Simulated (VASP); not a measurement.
Here is the system:

```
CELL_PARAMETERS angstrom
      4.09033     0.00000     0.00000
      0.00000     4.09033     0.00000
      0.00000     0.00000     4.09033
ATOMIC_POSITIONS crystal
  Sc 0.00000 0.00000 0.00000
  Al 0.00000 0.50000 0.50000
  Al 0.50000 0.00000 0.50000
  Al 0.50000 0.50000 0.00000
```

The numbers are results of rev-vdW-DF2, VASP's PBE PAW potentials (set 64) (plane waves; VASP), not measurements. Settings: 520 eV cut-off, Gaussian smearing of 0.050 eV, potentials Sc_sv Al.

Question: Predict the band gap (along the path) with the smallest direct gap where there is one.

Answer: 
```yaml
band gap (along the path): none (metal, semimetal or under 0.01 eV)
```

Only differences to runs with the same potentials and settings are physical.

The compound is Al3Sc in the L1_2 structure. It was relaxed first.
